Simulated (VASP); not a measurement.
Output of a VASP run:

File OSZICAR:
```
       N       E                     dE             d eps       ncg     rms          rms(c)
DAV:   1     0.859950350488E+02    0.85995E+02   -0.11238E+04  3000   0.118E+03
DAV:   2    -0.327659266587E+02   -0.11876E+03   -0.11508E+03  3826   0.288E+02
DAV:   3    -0.359544639213E+02   -0.31885E+01   -0.31861E+01  3924   0.485E+01
DAV:   4    -0.359711546242E+02   -0.16691E-01   -0.16689E-01  3763   0.380E+00
DAV:   5    -0.359713090510E+02   -0.15443E-03   -0.15442E-03  3840   0.322E-01    0.457E+01
DAV:   6    -0.303580079963E+02    0.56133E+01   -0.29679E+01  3427   0.374E+01    0.414E+01
DAV:   7    -0.302499963729E+02    0.10801E+00   -0.77501E-01  3805   0.800E+00    0.282E+01
DAV:   8    -0.302203411545E+02    0.29655E-01   -0.25908E-01  3924   0.515E+00    0.590E+00
DAV:   9    -0.302078760591E+02    0.12465E-01   -0.46941E-02  3707   0.191E+00    0.164E+00
DAV:  10    -0.302079647836E+02   -0.88724E-04   -0.47863E-03  4230   0.534E-01    0.303E-01
DAV:  11    -0.302079304422E+02    0.34341E-04   -0.31932E-04  3525   0.143E-01    0.209E-01
DAV:  12    -0.302079446635E+02   -0.14221E-04   -0.51697E-05  4008   0.544E-02    0.553E-02
DAV:  13    -0.302079455008E+02   -0.83726E-06   -0.24175E-06  3587   0.116E-02
   1 F= -.30207946E+02 E0= -.30207946E+02  d E =-.835825E-15
```

File OUTCAR:
```
------------------------ aborting loop because EDIFF is reached ----------------------------------------
  FORCE on cell =-STRESS in cart. coord.  units (eV):
  Direction    XX          YY          ZZ          XY          YZ          ZX
  --------------------------------------------------------------------------------------
  Total       -2.7201172     -3.9405704     -0.5320352      0.0000000      0.4083846      0.0000000
  in kB     -130.2495751   -188.6895264    -25.4758731      0.0000000     19.5550125      0.0000000
  external PRESSURE =    -114.8049915 kB  Pullay stress =       0.0000000 kB
  volume of cell :       33.46
      direct lattice vectors                 reciprocal lattice vectors
     0.000000000  2.599480000  2.505298000    -0.194636367  0.192346162  0.199577056
     2.568893000  0.000000000  2.505298000     0.194636367 -0.192346162  0.199577056
     2.568893000  2.599480000  0.000000000     0.194636367  0.192346162 -0.199577056
 POSITION                                       TOTAL-FORCE (eV/Angst)
 -----------------------------------------------------------------------------------
      0.00000      0.00000      0.00000         0.142762      0.000000      0.000000
      1.28445      1.29974      1.25265         0.586367      0.000000      0.000000
      3.92979      3.89922      3.75795        -0.729130     -0.000000     -0.000000
 -----------------------------------------------------------------------------------
    total drift:                               -0.000681      0.000001      0.000002
  FREE ENERGIE OF THE ION-ELECTRON SYSTEM (eV)
  ---------------------------------------------------
  free  energy   TOTEN  =       -30.2079455008 eV

  energy  without entropy=      -30.2079455008  energy(sigma->0) =      -30.20794550
```
(Selected blocks of OUTCAR.)

### POSCAR
```
HfO2
1
    0.0000000000     2.5994800000     2.5052980000
    2.5688930000     0.0000000000     2.5052980000
    2.5688930000     2.5994800000     0.0000000000
Hf O
1 2
Direct
  0.0000000000   0.0000000000   0.0000000000
  0.2500000000   0.2500000000   0.2500000000
  0.7351190000   0.7648810000   0.7648810000
```

### Question
Write an INCAR and KPOINTS that could have produced this output.

### Answer
One answer among several that fit: the input of the run itself, PBE GGA, plane waves, VASP's PBE PAW potentials (set 64).

### KPOINTS
```
Automatic mesh
0
Gamma
7 7 7
0 0 0
```

INCAR:
```
SYSTEM = HfO2
PREC = Accurate; ENCUT = 400; LREAL = F
LASPH = T
EDIFF = 1E-6; NELM = 100; ALGO = Normal
LMAXMIX = 6
ISMEAR = 0; SIGMA = 0.05
GGA = PE
ISIF = 2
LWAVE = F; LCHARG = F
```

POTCAR, in this order: Hf_pv O (PBE.64 set). Program: vasp_std.

At this cut-off the stress carries a Pulay error, which pulls relaxed volumes low.

The compound is HfO2 in the fluorite structure, the high-temperature cubic form, which is unstable at 0 K; the monoclinic form is the stable one. The cell was not relaxed at this level, atoms are displaced from their ideal sites. The run is one of a series of settings (ENCUT = 400 against the base run), some of them coarse on purpose.
